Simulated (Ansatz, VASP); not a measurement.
## SrTiO3 (Tausonite): VASP beside Ansatz

Aim: how closely do two programs agree when they are given the same cell, functional and k mesh? The cell is taken from a series of runs on this material, whose earlier steps may have relaxed, scaled, displaced or heated it; both programs get it as it stands.

Calculated with Ansatz 0.2.0; plane waves, with VASP 6.6.1 beside it; single point at PBEsol, spin-orbit coupling.

### Step 1. Set-up

It takes space group Pm-3m (No. 221, cubic). Conventional cell: a = 3.905 Å, b = 3.905 Å, c = 3.905 Å, α = 90.00°, β = 90.00°, γ = 90.00°. Nearest to Sr lie 12 O at 2.76 Å. Nearest to Ti lie 6 O at 1.95 Å. Nearest to O lie 2 Ti at 1.95 Å and 4 Sr at 2.76 Å. Farther neighbours and most contacts between anions are not listed.

Structure file:

```cif
data_structure
_symmetry_space_group_name_H-M 'P 1'
_symmetry_Int_Tables_number 1
_cell_length_a 3.9053
_cell_length_b 3.9053
_cell_length_c 3.9053
_cell_angle_alpha 90.000
_cell_angle_beta 90.000
_cell_angle_gamma 90.000
_cell_volume 59.56
loop_
_atom_site_label
_atom_site_type_symbol
_atom_site_fract_x
_atom_site_fract_y
_atom_site_fract_z
_atom_site_occupancy
Sr1 Sr 0.50000 0.50000 0.50000 1
Ti2 Ti 0.00000 0.00000 0.00000 1
O3 O 0.50000 0.00000 0.00000 1
O4 O 0.00000 0.50000 0.00000 1
O5 O 0.00000 0.00000 0.50000 1
```

### Step 2. Ansatz: single point, PBEsol, spin-orbit coupling

Ansatz runs on its PAW fully relativistic soft_1 files.

A single point gives forces, pressure and levels at one fixed geometry, so differences don't come from the geometry; what else differs is listed under the comparison.

The input, input.yaml:

```yaml
crystal:
  lattice:
    - [3.90528, 0.0, 0.0]
    - [0.0, 3.90528, 0.0]
    - [0.0, 0.0, 3.90528]
  atoms:
    - { symbol: Sr, position: [0.5, 0.5, 0.5] }
    - { symbol: Ti, position: [0.0, 0.0, 0.0] }
    - { symbol: O, position: [0.5, 0.0, 0.0] }
    - { symbol: O, position: [0.0, 0.5, 0.0] }
    - { symbol: O, position: [0.0, 0.0, 0.5] }
kpoints:
  mp_grid: { grid: [6, 6, 6] }
  band_path:
    path:
      - [[0.0, 0.0, 0.0], [0.0, 0.5, 0.0], [0.5, 0.5, 0.0], [0.0, 0.0, 0.0], [0.5, 0.5, 0.5], [0.0, 0.5, 0.0]]
      - [[0.5, 0.5, 0.0], [0.5, 0.5, 0.5]]
    npoints: 10
scf:
  occupations: { method: fixed }
  n_extra_bands: 18
hamiltonian:
  xc: pbesol
  pseudopotentials: { kind: paw_fr, azcp: { folder: soft_1 }, xc_functional: pbe }
magnetization:
  noncollinear: true
  spin_orbit: true
output:
  optics:
    e_range: [0, 14]
    de: 0.025
    sigma: 0.1
    nscf_kmesh: { grid: [8, 8, 8] }
    kdotp_interpolation: "on"
    bands: { spectra_wanted_up_to: 14 }
  write_bands: true
```

Launch:

```sh
> ansatz run input.yaml --threads 4 --pin off --max-ram 8192MiB --backend cpu --events-out ev --progress --plain --runs-dir out
```

Numbers of over 12 decimals in the logs are rounded to 6 here.

The log of the run:

```text
scf.n_extra_bands = 18 over 40 filled bands (N_el = 40.0): the run solves 58 bands
Engine: ansatz 0.2.0, x86_64-unknown-linux-gnu
Pseudopotentials: kind: paw_fr
Pseudopotential: Sr, paw, valence charge 10, recommended cutoff 420 eV (normal), soft_1/Sr.paw.azcp
Pseudopotential: Ti, paw, valence charge 12, recommended cutoff 420 eV (normal), soft_1/Ti.paw.azcp
Pseudopotential: O, paw, valence charge 6, recommended cutoff 420 eV (normal), soft_1/O.paw.azcp
Functional definition: PBEsol
  exchange = pbesol_x
  correlation = pbesol_c
non-collinear run that drives no moment, with spin-orbit: no starting moment large enough to seed its density (crystal.atoms[].spin), no starting occupations that ask for one, no magnetisation constraint and no magnetic field, so the semilocal B_xc is pinned to zero
Crystal: 5 atoms, lattice volume = 59.560 Å³
Basis set: ecut = 420 eV, 1189 PW (Γ)
Bands: 58, of which v1, the nominal top of the filled ones, is band 40 counted from 1 (39 counted from 0)
Symmetry: 48 space group operations + 48 with time reversal
Magnetic group: BNS 221.93 (UNI 1595), of the structure as read, at distance tolerance 3.9e-5 Å
k-points: 20 of 216
Projection manifold: j_resolved (fully-relativistic pseudo-atomic orbitals)
Non-local potential: Sr, projectors of the file, resolved by j, l = 0: 3, l = 1: 4, l = 2: 4
Non-local potential: Ti, projectors of the file, resolved by j, l = 0: 3, l = 1: 4, l = 2: 6, l = 3: 2
Non-local potential: O, projectors of the file, resolved by j, l = 0: 2, l = 1: 4, l = 2: 2
PAW form: soft (Blöchl's): semilocal exchange-correlation on the pseudo side does not see the compensation charge
PAW frozen core: Sr, regenerated for the run's functional, and the local potential with it (the file was generated under x = pbe(κ = 0.804, μ = 0.219515), c = pbe(β = 0.066725))
PAW frozen core: Ti, regenerated for the run's functional, and the local potential with it (the file was generated under x = pbe(κ = 0.804, μ = 0.219515), c = pbe(β = 0.066725))
PAW frozen core: O, regenerated for the run's functional, and the local potential with it (the file was generated under x = pbe(κ = 0.804, μ = 0.219515), c = pbe(β = 0.066725))
PAW one-centre angular grid: Sr, 110 points (default); XC on 64 Gauss nodes
PAW one-centre angular grid: Ti, 590 points (default); XC on 96 Gauss nodes
PAW one-centre angular grid: O, 110 points (default); XC on 64 Gauss nodes
Initial density: superposition of atomic densities (chi_scale 0.1, normalization cell, long waves kept (reshape's long-wave potential 0.00 eV rms))
Initial wavefunctions: pseudopotential atomic-orbital guess
Functional: x = pbesol(κ = 0.804, μ = 0.123457), c = pbesol(β = 0.046)
SCF iter   1: F=—  HF=-7658.169549 eV  |F-HF|=—  |Δ(HF+E_count)|=         —  Δρ=5.28e-2  dr2=1.40e0  dr2_m=0.00e0 (ungated)  ethr=3.10e-3  |M|=0.00e0 ∫|m|=0.00e0 μB  |m|>n=0.0e0 m-floor=0.0e0 τ_xc=0.0e0  β_m=0.30  ⟨swp⟩=5.2  Hψ=2386  notcnv=0  defer=250
preconditioner: auto → Resta (q_TF=auto, 2.553 Å⁻¹)  ε∞=4.4  [insulator: Δε(μ)=1.993 eV  Ē_g=14.341 eV  n_scr=18 (ndim 8)  ℏωp=26.4 eV  f_vac=0.000  ε∞_Penn≈4.4]
spin=Noncollinear: Resta preconditioning applied to the charge; magnetization (m_x, m_y, m_z) channels mix plain (no charge-response kernel on spin).
SCF iter   2: F=—  HF=-7658.023523 eV  |F-HF|=—  |Δ(HF+E_count)|=   1.46e-1  Δρ=3.57e-2  dr2=6.82e-1  dr2_m=0.00e0 (ungated)  ethr=3.10e-3  |M|=0.00e0 ∫|m|=0.00e0 μB  |m|>n=0.0e0 m-floor=0.0e0 τ_xc=0.0e0  β_m=0.62  ⟨swp⟩=2.0  Hψ=744  notcnv=0  defer=232
SCF iter   3: F=—  HF=-7657.932414 eV  |F-HF|=—  |Δ(HF+E_count)|=   9.11e-2  Δρ=7.61e-3  dr2=2.55e-2  dr2_m=0.00e0 (ungated)  ethr=1.71e-3  |M|=0.00e0 ∫|m|=0.00e0 μB  |m|>n=0.0e0 m-floor=0.0e0 τ_xc=0.0e0  β_m=0.73  ⟨swp⟩=2.9  Hψ=937  notcnv=0  defer=250
SCF iter   4: F=—  HF=-7657.942172 eV  |F-HF|=—  |Δ(HF+E_count)|=   9.76e-3  Δρ=6.94e-3  dr2=2.70e-2  dr2_m=0.00e0 (ungated)  ethr=6.36e-5  |M|=0.00e0 ∫|m|=0.00e0 μB  |m|>n=0.0e0 m-floor=0.0e0 τ_xc=0.0e0  β_m=0.73  ⟨swp⟩=3.0  Hψ=944  notcnv=0  defer=276
SCF iter   5: F=—  HF=-7657.938578 eV  |F-HF|=—  |Δ(HF+E_count)|=   3.59e-3  Δρ=1.58e-3  dr2=1.19e-3  dr2_m=0.00e0 (ungated)  ethr=6.36e-5  |M|=0.00e0 ∫|m|=0.00e0 μB  |m|>n=0.0e0 m-floor=0.0e0 τ_xc=0.0e0  β_m=0.78  ⟨swp⟩=2.9  Hψ=749  notcnv=0  defer=270
SCF iter   6: F=—  HF=-7657.938785 eV  |F-HF|=—  |Δ(HF+E_count)|=   2.07e-4  Δρ=2.16e-4  dr2=2.82e-5  dr2_m=0.00e0 (ungated)  ethr=2.98e-6  |M|=0.00e0 ∫|m|=0.00e0 μB  |m|>n=0.0e0 m-floor=0.0e0 τ_xc=0.0e0  β_m=0.89  ⟨swp⟩=2.1  Hψ=757  notcnv=0  defer=280
SCF iter   7: F=—  HF=-7657.938820 eV  |F-HF|=—  |Δ(HF+E_count)|=   3.45e-5  Δρ=6.30e-5  dr2=1.72e-6  dr2_m=0.00e0 (ungated)  ethr=7.04e-8  |M|=0.00e0 ∫|m|=0.00e0 μB  |m|>n=0.0e0 m-floor=0.0e0 τ_xc=0.0e0  β_m=0.93  ⟨swp⟩=2.0  Hψ=785  notcnv=0  defer=244
SCF iter   8: F=—  HF=-7657.938818 eV  |F-HF|=—  |Δ(HF+E_count)|=   1.83e-6  Δρ=1.02e-5  dr2=7.80e-8  dr2_m=0.00e0 (ungated)  ethr=4.30e-9  |M|=0.00e0 ∫|m|=0.00e0 μB  |m|>n=0.0e0 m-floor=0.0e0 τ_xc=0.0e0  β_m=0.96  ⟨swp⟩=2.5  Hψ=861  notcnv=0  defer=236
SCF iter   9: F=—  HF=-7657.938818 eV  |F-HF|=—  |Δ(HF+E_count)|=   3.41e-8  Δρ=1.88e-6  dr2=1.61e-9  dr2_m=0.00e0 (ungated)  ethr=1.95e-10  |M|=0.00e0 ∫|m|=0.00e0 μB  |m|>n=0.0e0 m-floor=0.0e0 τ_xc=0.0e0  β_m=0.98  ⟨swp⟩=2.0  Hψ=813  notcnv=0  defer=236
SCF iter  10: F=—  HF=-7657.938818 eV  |F-HF|=—  |Δ(HF+E_count)|=  5.35e-10  Δρ=3.91e-7  dr2=6.73e-11  dr2_m=0.00e0 (ungated)  ethr=4.02e-12  |M|=0.00e0 ∫|m|=0.00e0 μB  |m|>n=0.0e0 m-floor=0.0e0 τ_xc=0.0e0  β_m=0.99  ⟨swp⟩=2.0  Hψ=824  notcnv=0  defer=236
SCF iter  11: F=-7657.938818 eV  HF=-7657.938818 eV  |F-HF|=1.82e-12  |Δ(HF+E_count)|=  5.46e-12  Δρ=3.20e-8  dr2=3.57e-13  dr2_m=0.00e0 (ungated)  ethr=1.00e-12  |M|=0.00e0 ∫|m|=0.00e0 μB  |m|>n=0.0e0 m-floor=0.0e0 τ_xc=0.0e0  ⟨swp⟩=13.0  Hψ=3207  notcnv=0
SCF 1 converged in 11 iterations: F = -7657.938818 eV  dr2 = 3.57e-13
  greatest PAW one-centre occupation: 0.998 electrons in one spin orbital (limit 2), on the Ti atom at site 1 (counted from 0), in its partial waves of l = 0
NSCF: frozen V_eff on 62 k-points
NSCF: frozen V_eff on 35 k-points
output.optics: what the bands over the 84 summed would add to eps1, eps2 and the energy-loss function is held between a lower and an upper bound (9 Lanczos steps). eps1, eps2 and their loss function (loss_summed_bands) are given on every row as the summed bands alone make them. Along an axis, on a row where the two bounds hold the loss function to about 1 % of the greater of itself and 0.5 % of |1/eps|, its cell (loss_completed) is given, with the completed eps1 and eps2 that it is formed of (a cell that is left empty reads nan in the table and null in the record). The two bounds hold it so along every axis on all 561 rows up to 14.000 eV. [rest of the remark cut]
SCF converged after 11 iterations
Magnetization: |M| = 0.0000 μB,  M = (+0.0000, +0.0000, +0.0000) μB
Absolute magnetization: 0.0000 μB (∫|m|)
  site 0: m = (+0.0000, +0.0000, +0.0000) μB, |m| = 0.0000 μB  (R = 1.14 Å)
  site 1: m = (+0.0000, +0.0000, +0.0000) μB, |m| = 0.0000 μB  (R = 0.81 Å)
  site 2: m = (+0.0000, +0.0000, +0.0000) μB, |m| = 0.0000 μB  (R = 0.81 Å)
  site 3: m = (+0.0000, +0.0000, +0.0000) μB, |m| = 0.0000 μB  (R = 0.81 Å)
  site 4: m = (+0.0000, +0.0000, +0.0000) μB, |m| = 0.0000 μB  (R = 0.81 Å)
Free energy (F): -7657.938818 eV
Harris-Foulkes:  -7657.938818 eV  (|F-HF|=1.82e-12)
Internal energy: -7657.938818 eV  (E = F + TS)
E sigma→0 (E₀):  -7657.938818 eV
Fermi energy:    9.822782 eV
--- Per-component energies (eV) ---
  E_band       = -209.610193
  E_kinetic    = 1020.669609
  E_local      = -2453.800666  (includes V_loc(G=0)·N_el)
  E_nonlocal   = 449.880954
  E_hartree    = 846.884676
  E_xc         = -505.181124
  E_vxc        = -577.914998  (∫ρ·V_xc dr)
  E_paw        = -4125.680248  (= ΣΔE_a)
  E_vpaw       = -342.216671  (= ΣTr[D̂ρ^β])
  E_aug_tail   = 0.002242  (compensation charges beyond the density's cutoff)
  E_ewald      = -2891.094941
  E_core_change = 0.380680  (= ΣΔE_core)
  E_smearing   = -0.000000  (= −TS)
  E_closure    = 0.000000  (closes the sum)
  Σ components = -7657.938818   (vs F -7657.938818, Δ=0.00e0)
--- Band table (eV; the first three rows and the last of 20) ---
  k-point 0: bands = [... 36 lower, 9.4965, 9.4965, 9.4965, 9.4965, 11.6434, 11.6434, 11.6434, 11.6434, ... 14 higher]
  k-point 1: bands = [... 36 lower, 9.3025, 9.3025, 9.3440, 9.3440, 11.6942, 11.6942, 12.2307, 12.2307, ... 14 higher]
  k-point 2: bands = [... 36 lower, 9.1364, 9.1364, 9.1747, 9.1747, 11.7807, 11.7807, 13.1795, 13.1795, ... 14 higher]
  k-point 19: bands = [... 36 lower, 9.8228, 9.8228, 9.8228, 9.8228, 14.3024, 14.3024, 14.3024, 14.3024, ... 14 higher]
```

In the SCF lines HF is the Harris–Foulkes energy and dr2 the Hartree energy of the density residual, in eV; the loop may stop once dr2 is under the threshold and the program's other checks hold. Hψ counts applications of the Hamiltonian.

(Part 1 of 2 ends here.)

[Lines on the potential files, build, host, timing and source positions are cut from VASP's logs without a mark.]

[Logs are printed without paths, hosts, clocks, repeated set-up lines and the standing remarks that a program may print on its own settings, such as how far it seeks lower states.]

[Hosts, paths, dates, database ids (printed as entryN), source tags and the programs' standing remarks are cut or masked in the printed files.]
